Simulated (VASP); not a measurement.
# GaGe (F-43m) in VASP: further runs, part 3 of 8

VASP 6.6.1. The steps go on from the part before.

**26. Equation of state, r2SCAN, 23.60 Å³/atom**

Contents of INCAR:

```
PREC     = Accurate       # precision mode
ENCUT    = 350            # plane-wave cutoff, eV
EDIFF    = 1E-6           # SCF threshold, eV
ISMEAR   = -1             # smearing method
SIGMA    = 0.1            # smearing width, eV
LREAL    = F              # projectors in reciprocal space
LASPH    = T              # aspherical terms in the spheres
NELM     = 100            # most SCF steps
ALGO     = Normal         # electronic algorithm
ISIF     = 2              # what is computed and relaxed
LWAVE    = F              # write WAVECAR
LCHARG   = F              # write CHGCAR
METAGGA  = R2SCAN         # meta-GGA
LMIXTAU  = T            
ADDGRID  = F
```

Contents of KPOINTS:

```
regular mesh
0
Gamma
  5 5 5
```

Contents of POSCAR:

```
GaGe
1.0
    0.0000000000      2.8685708471      2.8685708471
    2.8685708471      0.0000000000      2.8685708471
    2.8685708471      2.8685708471      0.0000000000
Ge Ga
1 1
Direct
    0.0000000000      0.0000000000      0.0000000000
    0.2500000000      0.2500000000      0.2500000000
```

Command:

```console
$ cat potpaw_PBE.64/Ge/POTCAR potpaw_PBE.64/Ga/POTCAR > POTCAR
$ mpirun -np 1 vasp_std > vasp.out
```

Wall time 18 s (1 thread of Intel Xeon Platinum 8488C (Sapphire Rapids), shared host); peak memory 0.15 GiB.

The run converged, but some of its settings lie outside the range that counts as converged, so its numbers aren't taken as properties of the crystal.

What came out:

```
Free energy            : -25.0138 eV
Pressure               : -0.8 GPa
Band gap on the k mesh : none (metal or under the smearing width)
```

Caveat: the k mesh is coarse (spacing up to 0.38 Å⁻¹), so the values aren't converged; the PAW data sets were made with another functional, which shifts forces and pressure a little.

**27. Equation of state, r2SCAN, 25.06 Å³/atom**

INCAR is that of step 26.

KPOINTS is that of step 26.

Contents of POSCAR:

```
GaGe
1.0
    0.0000000000      2.9265373908      2.9265373908
    2.9265373908      0.0000000000      2.9265373908
    2.9265373908      2.9265373908      0.0000000000
Ge Ga
1 1
Direct
    0.0000000000      0.0000000000      0.0000000000
    0.2500000000      0.2500000000      0.2500000000
```

Potentials or basis: VASP PAW PBE potentials, release 64 (Ge, Ga).

Command:

```console
$ cat potpaw_PBE.64/Ge/POTCAR potpaw_PBE.64/Ga/POTCAR > POTCAR
$ mpirun -np 1 vasp_std > vasp.out
```

Run time: 17 s. Hardware: 1 thread of Intel Xeon Platinum 8488C (Sapphire Rapids), shared host; peak memory 0.15 GiB.

The run converged, but some of its settings lie outside the range that counts as converged, so its numbers aren't taken as properties of the crystal.

Results:

```yaml
Free_energy: -24.9716 eV
Pressure: -3.7 GPa
Band_gap_on_the_k_mesh: none (metal or under the smearing width)
```

Caveat: the k mesh is coarse (spacing up to 0.37 Å⁻¹), so the values aren't converged; the PAW data sets were made with another functional, which shifts forces and pressure a little.

**28. Equation of state, r2SCAN, 23.60 Å³/atom**

Edit INCAR of step 27 so:

```diff
@@ -1,3 +1,3 @@
 PREC     = Accurate       # precision mode
-ENCUT    = 350            # plane-wave cutoff, eV
+ENCUT    = 550            # plane-wave cutoff, eV
 EDIFF    = 1E-6           # SCF threshold, eV
```

Contents of KPOINTS:

```
regular mesh
0
Gamma
  4 4 4
```

Contents of POSCAR:

```
GaGe
1.0
    0.0000000000      2.8685708471      2.8685708471
    2.8685708471      0.0000000000      2.8685708471
    2.8685708471      2.8685708471      0.0000000000
Ge Ga
1 1
Direct
    0.0000000000      0.0000000000      0.0000000000
    0.2500000000      0.2500000000      0.2500000000
```

Command:

```console
$ cat potpaw_PBE.64/Ge/POTCAR potpaw_PBE.64/Ga/POTCAR > POTCAR
$ mpirun -np 1 vasp_std > vasp.out
```

Wall time 19 s (1 thread of Intel Xeon Platinum 8488C (Sapphire Rapids), shared host); peak memory 0.18 GiB.

These settings aren't checked as converged: the numbers below hold their error.

What came out:

* Free energy: -24.9809 eV
* Pressure: -1.0 GPa
* Band gap on the k mesh: none (metal or under the smearing width)

Caveat: the k mesh is coarse (spacing up to 0.47 Å⁻¹), so the values aren't converged; the PAW data sets were made with another functional, which shifts forces and pressure a little.

**29. Equation of state, r2SCAN, 25.06 Å³/atom**

INCAR is that of step 28.

KPOINTS is that of step 28.

Contents of POSCAR:

```
GaGe
1.0
    0.0000000000      2.9265373908      2.9265373908
    2.9265373908      0.0000000000      2.9265373908
    2.9265373908      2.9265373908      0.0000000000
Ge Ga
1 1
Direct
    0.0000000000      0.0000000000      0.0000000000
    0.2500000000      0.2500000000      0.2500000000
```

Command:

```console
$ cat potpaw_PBE.64/Ge/POTCAR potpaw_PBE.64/Ga/POTCAR > POTCAR
$ mpirun -np 1 vasp_std > vasp.out
```

Wall time 18 s (1 thread of Intel Xeon Platinum 8488C (Sapphire Rapids), shared host); peak memory 0.18 GiB.

The run converged, but some of its settings lie outside the range that counts as converged, so its numbers aren't taken as properties of the crystal.

Results:

```yaml
Free_energy: -24.9343 eV
Pressure: -4.0 GPa
Band_gap_on_the_k_mesh: none (metal or under the smearing width)
```

Caveat: the k mesh is coarse (spacing up to 0.46 Å⁻¹), so the values aren't converged; the PAW data sets were made with another functional, which shifts forces and pressure a little.

**30. Equation of state, r2SCAN, 23.60 Å³/atom**

Edit INCAR of step 29 so:

```diff
@@ -1,3 +1,3 @@
 PREC     = Accurate       # precision mode
-ENCUT    = 550            # plane-wave cutoff, eV
+ENCUT    = 400            # plane-wave cutoff, eV
 EDIFF    = 1E-6           # SCF threshold, eV
```

Contents of KPOINTS:

```
regular mesh
0
Gamma
  5 5 5
```

Contents of POSCAR:

```
GaGe
1.0
    0.0000000000      2.8685708471      2.8685708471
    2.8685708471      0.0000000000      2.8685708471
    2.8685708471      2.8685708471      0.0000000000
Ge Ga
1 1
Direct
    0.0000000000      0.0000000000      0.0000000000
    0.2500000000      0.2500000000      0.2500000000
```

Potentials or basis: VASP PAW PBE potentials, release 64 (Ge, Ga).

Command:

```console
$ cat potpaw_PBE.64/Ge/POTCAR potpaw_PBE.64/Ga/POTCAR > POTCAR
$ mpirun -np 1 vasp_std > vasp.out
```

Wall time 17 s (1 thread of Intel Xeon Platinum 8488C (Sapphire Rapids), shared host); peak memory 0.15 GiB.

These settings aren't checked as converged: the numbers below hold their error.

What came out:

* Free energy: -25.0143 eV
* Pressure: -0.7 GPa
* Band gap on the k mesh: none (metal or under the smearing width)

Caveat: the k mesh is coarse (spacing up to 0.38 Å⁻¹), so the values aren't converged; the PAW data sets were made with another functional, which shifts forces and pressure a little.

**31. Equation of state, r2SCAN, 25.06 Å³/atom**

INCAR is that of step 30.

KPOINTS is that of step 30.

Contents of POSCAR:

```
GaGe
1.0
    0.0000000000      2.9265373908      2.9265373908
    2.9265373908      0.0000000000      2.9265373908
    2.9265373908      2.9265373908      0.0000000000
Ge Ga
1 1
Direct
    0.0000000000      0.0000000000      0.0000000000
    0.2500000000      0.2500000000      0.2500000000
```

Command:

```console
$ cat potpaw_PBE.64/Ge/POTCAR potpaw_PBE.64/Ga/POTCAR > POTCAR
$ mpirun -np 1 vasp_std > vasp.out
```

Run time: 17 s. Hardware: 1 thread of Intel Xeon Platinum 8488C (Sapphire Rapids), shared host; peak memory 0.15 GiB.

These settings aren't checked as converged: the numbers below hold their error.

Results:

```yaml
Free_energy: -24.9721 eV
Pressure: -3.7 GPa
Band_gap_on_the_k_mesh: none (metal or under the smearing width)
```

Caveat: the k mesh is coarse (spacing up to 0.37 Å⁻¹), so the values aren't converged; the PAW data sets were made with another functional, which shifts forces and pressure a little.

**32. Equation of state, r2SCAN, 23.60 Å³/atom**

Edit INCAR of step 31 so:

```diff
@@ -1,3 +1,3 @@
 PREC     = Accurate       # precision mode
-ENCUT    = 400            # plane-wave cutoff, eV
+ENCUT    = 700            # plane-wave cutoff, eV
 EDIFF    = 1E-6           # SCF threshold, eV
```

Contents of KPOINTS:

```
regular mesh
0
Gamma
  4 4 4
```

Contents of POSCAR:

```
GaGe
1.0
    0.0000000000      2.8685708471      2.8685708471
    2.8685708471      0.0000000000      2.8685708471
    2.8685708471      2.8685708471      0.0000000000
Ge Ga
1 1
Direct
    0.0000000000      0.0000000000      0.0000000000
    0.2500000000      0.2500000000      0.2500000000
```

Command:

```console
$ cat potpaw_PBE.64/Ge/POTCAR potpaw_PBE.64/Ga/POTCAR > POTCAR
$ mpirun -np 1 vasp_std > vasp.out
```

Wall time 26 s (1 thread of Intel Xeon Platinum 8488C (Sapphire Rapids), shared host); peak memory 0.22 GiB.

The run converged, but some of its settings lie outside the range that counts as converged, so its numbers aren't taken as properties of the crystal.

What came out:

```
Free energy            : -24.9814 eV
Pressure               : -1.0 GPa
Band gap on the k mesh : none (metal or under the smearing width)
```

Caveat: the k mesh is coarse (spacing up to 0.47 Å⁻¹), so the values aren't converged; the PAW data sets were made with another functional, which shifts forces and pressure a little.

**33. Equation of state, r2SCAN, 25.06 Å³/atom**

INCAR is that of step 32.

KPOINTS is that of step 32.

Contents of POSCAR:

```
GaGe
1.0
    0.0000000000      2.9265373908      2.9265373908
    2.9265373908      0.0000000000      2.9265373908
    2.9265373908      2.9265373908      0.0000000000
Ge Ga
1 1
Direct
    0.0000000000      0.0000000000      0.0000000000
    0.2500000000      0.2500000000      0.2500000000
```

Potentials or basis: VASP PAW PBE potentials, release 64 (Ge, Ga).

Command:

```console
$ cat potpaw_PBE.64/Ge/POTCAR potpaw_PBE.64/Ga/POTCAR > POTCAR
$ mpirun -np 1 vasp_std > vasp.out
```

It took 22 s on 1 thread of Intel Xeon Platinum 8488C (Sapphire Rapids), shared host; peak memory 0.21 GiB.

These settings aren't checked as converged: the numbers below hold their error.

What came out:

| Quantity | Value |
| --- | --- |
| Free energy | -24.9348 eV |
| Pressure | -3.9 GPa |
| Band gap on the k mesh | none (metal or under the smearing width) |

Caveat: the k mesh is coarse (spacing up to 0.46 Å⁻¹), so the values aren't converged; the PAW data sets were made with another functional, which shifts forces and pressure a little.

**34. Equation of state, r2SCAN, 23.60 Å³/atom**

Edit INCAR of step 33 so:

```diff
@@ -1,3 +1,3 @@
 PREC     = Accurate       # precision mode
-ENCUT    = 700            # plane-wave cutoff, eV
+ENCUT    = 450            # plane-wave cutoff, eV
 EDIFF    = 1E-6           # SCF threshold, eV
```

Contents of KPOINTS:

```
regular mesh
0
Gamma
  5 5 5
```

Contents of POSCAR:

```
GaGe
1.0
    0.0000000000      2.8685708471      2.8685708471
    2.8685708471      0.0000000000      2.8685708471
    2.8685708471      2.8685708471      0.0000000000
Ge Ga
1 1
Direct
    0.0000000000      0.0000000000      0.0000000000
    0.2500000000      0.2500000000      0.2500000000
```

Command:

```console
$ cat potpaw_PBE.64/Ge/POTCAR potpaw_PBE.64/Ga/POTCAR > POTCAR
$ mpirun -np 1 vasp_std > vasp.out
```

It took 17 s on 1 thread of Intel Xeon Platinum 8488C (Sapphire Rapids), shared host; peak memory 0.15 GiB.

These settings aren't checked as converged: the numbers below hold their error.

What came out:

```yaml
Free_energy: -25.0145 eV
Pressure: -0.7 GPa
Band_gap_on_the_k_mesh: none (metal or under the smearing width)
```

Caveat: the k mesh is coarse (spacing up to 0.38 Å⁻¹), so the values aren't converged; the PAW data sets were made with another functional, which shifts forces and pressure a little.

**35. Equation of state, r2SCAN, 25.06 Å³/atom**

INCAR is that of step 34.

KPOINTS is that of step 34.

Contents of POSCAR:

```
GaGe
1.0
    0.0000000000      2.9265373908      2.9265373908
    2.9265373908      0.0000000000      2.9265373908
    2.9265373908      2.9265373908      0.0000000000
Ge Ga
1 1
Direct
    0.0000000000      0.0000000000      0.0000000000
    0.2500000000      0.2500000000      0.2500000000
```

Command:

```console
$ cat potpaw_PBE.64/Ge/POTCAR potpaw_PBE.64/Ga/POTCAR > POTCAR
$ mpirun -np 1 vasp_std > vasp.out
```

Wall time 20 s (1 thread of Intel Xeon Platinum 8488C (Sapphire Rapids), shared host); peak memory 0.17 GiB.

These settings aren't checked as converged: the numbers below hold their error.

What came out:

```yaml
Free_energy: -24.9723 eV
Pressure: -3.7 GPa
Band_gap_on_the_k_mesh: none (metal or under the smearing width)
```

Caveat: the k mesh is coarse (spacing up to 0.37 Å⁻¹), so the values aren't converged; the PAW data sets were made with another functional, which shifts forces and pressure a little.

**36. Equation of state, r2SCAN, 23.60 Å³/atom**

Edit INCAR of step 35 so:

```diff
@@ -4,3 +4,3 @@
 ISMEAR   = -1             # smearing method
-SIGMA    = 0.1            # smearing width, eV
+SIGMA    = 0.4            # smearing width, eV
 LREAL    = F              # projectors in reciprocal space
```

KPOINTS is that of step 35.

Contents of POSCAR:

```
GaGe
1.0
    0.0000000000      2.8685708471      2.8685708471
    2.8685708471      0.0000000000      2.8685708471
    2.8685708471      2.8685708471      0.0000000000
Ge Ga
1 1
Direct
    0.0000000000      0.0000000000      0.0000000000
    0.2500000000      0.2500000000      0.2500000000
```

Potentials or basis: VASP PAW PBE potentials, release 64 (Ge, Ga).

Command:

```console
$ cat potpaw_PBE.64/Ge/POTCAR potpaw_PBE.64/Ga/POTCAR > POTCAR
$ mpirun -np 1 vasp_std > vasp.out
```

Run time: 18 s. Hardware: 1 thread of Intel Xeon Platinum 8488C (Sapphire Rapids), shared host; peak memory 0.15 GiB.

The run converged, but some of its settings lie outside the range that counts as converged, so its numbers aren't taken as properties of the crystal.

What came out:

| Property | Result |
| --- | --- |
| Free energy | -25.2338 eV |
| Pressure | 0.0 GPa |
| Band gap on the k mesh | none (metal or under the smearing width) |

Caveat: the k mesh is coarse (spacing up to 0.38 Å⁻¹), so the values aren't converged; the PAW data sets were made with another functional, which shifts forces and pressure a little.

**37. Equation of state, r2SCAN, 25.06 Å³/atom**

INCAR is that of step 36.

KPOINTS is that of step 36.

Contents of POSCAR:

```
GaGe
1.0
    0.0000000000      2.9265373908      2.9265373908
    2.9265373908      0.0000000000      2.9265373908
    2.9265373908      2.9265373908      0.0000000000
Ge Ga
1 1
Direct
    0.0000000000      0.0000000000      0.0000000000
    0.2500000000      0.2500000000      0.2500000000
```

Command:

```console
$ cat potpaw_PBE.64/Ge/POTCAR potpaw_PBE.64/Ga/POTCAR > POTCAR
$ mpirun -np 1 vasp_std > vasp.out
```

It took 20 s on 1 thread of Intel Xeon Platinum 8488C (Sapphire Rapids), shared host; peak memory 0.16 GiB.

These settings aren't checked as converged: the numbers below hold their error.

What came out:

```
Free energy            : -25.2049 eV
Pressure               : -3.0 GPa
Band gap on the k mesh : none (metal or under the smearing width)
```

Caveat: the k mesh is coarse (spacing up to 0.37 Å⁻¹), so the values aren't converged; the PAW data sets were made with another functional, which shifts forces and pressure a little.

**38. Equation of state, r2SCAN, 23.60 Å³/atom**

Edit INCAR of step 37 so:

```diff
@@ -4,3 +4,3 @@
 ISMEAR   = -1             # smearing method
-SIGMA    = 0.4            # smearing width, eV
+SIGMA    = 0.2            # smearing width, eV
 LREAL    = F              # projectors in reciprocal space
```

KPOINTS is that of step 37.

Contents of POSCAR:

```
GaGe
1.0
    0.0000000000      2.8685708471      2.8685708471
    2.8685708471      0.0000000000      2.8685708471
    2.8685708471      2.8685708471      0.0000000000
Ge Ga
1 1
Direct
    0.0000000000      0.0000000000      0.0000000000
    0.2500000000      0.2500000000      0.2500000000
```

Command:

```console
$ cat potpaw_PBE.64/Ge/POTCAR potpaw_PBE.64/Ga/POTCAR > POTCAR
$ mpirun -np 1 vasp_std > vasp.out
```

Wall time 21 s (1 thread of Intel Xeon Platinum 8488C (Sapphire Rapids), shared host); peak memory 0.15 GiB.

The run converged, but some of its settings lie outside the range that counts as converged, so its numbers aren't taken as properties of the crystal.

What came out:

| Property | Result |
| --- | --- |
| Free energy | -25.0609 eV |
| Pressure | -0.6 GPa |
| Band gap on the k mesh | none (metal or under the smearing width) |

Caveat: the k mesh is coarse (spacing up to 0.38 Å⁻¹), so the values aren't converged; the PAW data sets were made with another functional, which shifts forces and pressure a little.

**39. Equation of state, r2SCAN, 25.06 Å³/atom**

INCAR is that of step 38.

KPOINTS is that of step 38.

Contents of POSCAR:

```
GaGe
1.0
    0.0000000000      2.9265373908      2.9265373908
    2.9265373908      0.0000000000      2.9265373908
    2.9265373908      2.9265373908      0.0000000000
Ge Ga
1 1
Direct
    0.0000000000      0.0000000000      0.0000000000
    0.2500000000      0.2500000000      0.2500000000
```

Potentials or basis: VASP PAW PBE potentials, release 64 (Ge, Ga).

Command:

```console
$ cat potpaw_PBE.64/Ge/POTCAR potpaw_PBE.64/Ga/POTCAR > POTCAR
$ mpirun -np 1 vasp_std > vasp.out
```

It took 20 s on 1 thread of Intel Xeon Platinum 8488C (Sapphire Rapids), shared host; peak memory 0.16 GiB.

The run converged, but some of its settings lie outside the range that counts as converged, so its numbers aren't taken as properties of the crystal.

Results:

```yaml
Free_energy: -25.0215 eV
Pressure: -3.6 GPa
Band_gap_on_the_k_mesh: none (metal or under the smearing width)
```

Caveat: the k mesh is coarse (spacing up to 0.37 Å⁻¹), so the values aren't converged; the PAW data sets were made with another functional, which shifts forces and pressure a little.

**40. Equation of state, r2SCAN, 23.60 Å³/atom**

Edit INCAR of step 39 so:

```diff
@@ -4,3 +4,3 @@
 ISMEAR   = -1             # smearing method
-SIGMA    = 0.2            # smearing width, eV
+SIGMA    = 0.05           # smearing width, eV
 LREAL    = F              # projectors in reciprocal space
```

KPOINTS is that of step 39.

Contents of POSCAR:

```
GaGe
1.0
    0.0000000000      2.8685708471      2.8685708471
    2.8685708471      0.0000000000      2.8685708471
    2.8685708471      2.8685708471      0.0000000000
Ge Ga
1 1
Direct
    0.0000000000      0.0000000000      0.0000000000
    0.2500000000      0.2500000000      0.2500000000
```

Command:

```console
$ cat potpaw_PBE.64/Ge/POTCAR potpaw_PBE.64/Ga/POTCAR > POTCAR
$ mpirun -np 1 vasp_std > vasp.out
```

Wall time 17 s (1 thread of Intel Xeon Platinum 8488C (Sapphire Rapids), shared host); peak memory 0.15 GiB.

The run converged, but some of its settings lie outside the range that counts as converged, so its numbers aren't taken as properties of the crystal.

What came out:

```yaml
Free_energy: -25.0023 eV
Pressure: -0.8 GPa
Band_gap_on_the_k_mesh: none (metal or under the smearing width)
```

Caveat: the k mesh is coarse (spacing up to 0.38 Å⁻¹), so the values aren't converged; the PAW data sets were made with another functional, which shifts forces and pressure a little.

**41. Equation of state, r2SCAN, 25.06 Å³/atom**

INCAR is that of step 40.

KPOINTS is that of step 40.

Contents of POSCAR:

```
GaGe
1.0
    0.0000000000      2.9265373908      2.9265373908
    2.9265373908      0.0000000000      2.9265373908
    2.9265373908      2.9265373908      0.0000000000
Ge Ga
1 1
Direct
    0.0000000000      0.0000000000      0.0000000000
    0.2500000000      0.2500000000      0.2500000000
```

Command:

```console
$ cat potpaw_PBE.64/Ge/POTCAR potpaw_PBE.64/Ga/POTCAR > POTCAR
$ mpirun -np 1 vasp_std > vasp.out
```

Run time: 20 s. Hardware: 1 thread of Intel Xeon Platinum 8488C (Sapphire Rapids), shared host; peak memory 0.16 GiB.

These settings aren't checked as converged: the numbers below hold their error.

What came out:

```yaml
Free_energy: -24.9594 eV
Pressure: -3.7 GPa
Band_gap_on_the_k_mesh: none (metal or under the smearing width)
```

Caveat: the k mesh is coarse (spacing up to 0.37 Å⁻¹), so the values aren't converged; the PAW data sets were made with another functional, which shifts forces and pressure a little.

**42. Equation of state, r2SCAN, 23.60 Å³/atom**

Edit INCAR of step 41 so:

```diff
@@ -4,3 +4,3 @@
 ISMEAR   = -1             # smearing method
-SIGMA    = 0.05           # smearing width, eV
+SIGMA    = 0.02           # smearing width, eV
 LREAL    = F              # projectors in reciprocal space
```

KPOINTS is that of step 41.

Contents of POSCAR:

```
GaGe
1.0
    0.0000000000      2.8685708471      2.8685708471
    2.8685708471      0.0000000000      2.8685708471
    2.8685708471      2.8685708471      0.0000000000
Ge Ga
1 1
Direct
    0.0000000000      0.0000000000      0.0000000000
    0.2500000000      0.2500000000      0.2500000000
```

Potentials or basis: VASP PAW PBE potentials, release 64 (Ge, Ga).

Command:

```console
$ cat potpaw_PBE.64/Ge/POTCAR potpaw_PBE.64/Ga/POTCAR > POTCAR
$ mpirun -np 1 vasp_std > vasp.out
```

It took 17 s on 1 thread of Intel Xeon Platinum 8488C (Sapphire Rapids), shared host; peak memory 0.15 GiB.

The run converged, but some of its settings lie outside the range that counts as converged, so its numbers aren't taken as properties of the crystal.

What came out:

| Quantity | Value |
| --- | --- |
| Free energy | -24.9974 eV |
| Pressure | -0.8 GPa |
| Band gap on the k mesh | none (metal or under the smearing width) |

Caveat: the k mesh is coarse (spacing up to 0.38 Å⁻¹), so the values aren't converged; the PAW data sets were made with another functional, which shifts forces and pressure a little.

(Part 3 of 8 ends here.)
